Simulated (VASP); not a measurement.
VASP input:

### INCAR
```
# general
SYSTEM   =  CoAl
PREC     =  Accurate
ENCUT    =  480
LREAL    =  .FALSE.   # projection in real space or not
LASPH    =  .TRUE.

# electronic loop
EDIFF    =  1E-7
NELM     =  100   # most electronic steps
ALGO     =  Normal   # blocked Davidson
LMAXMIX  =  4

# smearing
ISMEAR   =  1   # Methfessel-Paxton
SIGMA    =  0.1

# functional
GGA      =  PS   # PBEsol

# ions
ISIF     =  2   # forces and stress, cell fixed

# output
LWAVE    =  .FALSE.
LCHARG   =  .FALSE.
```

### POSCAR
```
CoAl
1
    2.8219163493     0.0000000000     0.0000000000
    0.0000000000     2.8219163493     0.0000000000
    0.0000000000     0.0000000000     2.8219163493
Al Co
1 1
Direct
  0.5000000000   0.5000000000   0.4822815442
  0.0000000000   0.0000000000   0.0000000000
```

### KPOINTS
```
Regular mesh
0
G
  12 12 12
0 0 0
```

POTCAR, in this order: Al Co (PBE.64 set). Program: vasp_std.

### Question
Write an equivalent input for Quantum ESPRESSO's pw.x.

### Answer
One equivalent input (not run):
```
&CONTROL
  calculation = 'scf'
  pseudo_dir = './pseudo'
  outdir = './out'
  tprnfor = .true.
  tstress = .true.
/
&SYSTEM
  ibrav = 0
  nat = 2
  ntyp = 2
  ecutwfc = 96
  occupations = 'smearing'
  smearing = 'methfessel-paxton'
  degauss = 0.00735
  input_dft = 'pbesol'
/
&ELECTRONS
  conv_thr = 7.3e-09
  electron_maxstep = 100
/
ATOMIC_SPECIES
  Al 26.982 Al.upf
  Co 58.933 Co.upf
CELL_PARAMETERS angstrom
     2.8219163    0.0000000    0.0000000
     0.0000000    2.8219163    0.0000000
     0.0000000    0.0000000    2.8219163
ATOMIC_POSITIONS crystal
  Al   0.5000000  0.5000000  0.4822815
  Co   0.0000000  0.0000000  0.0000000
K_POINTS automatic
  12 12 12 0 0 0
```
Limits of the translation: the potentials are each code's own (VASP's PAW set, PseudoDojo norm-conserving files in pw.x), so ENCUT and ecutwfc are chosen apart and not converted; conv_thr bounds pw.x's estimated SCF error, while EDIFF bounds the energy change between steps.

The compound is CoAl in the CsCl type structure. This cell was strained or had an atom moved on purpose.
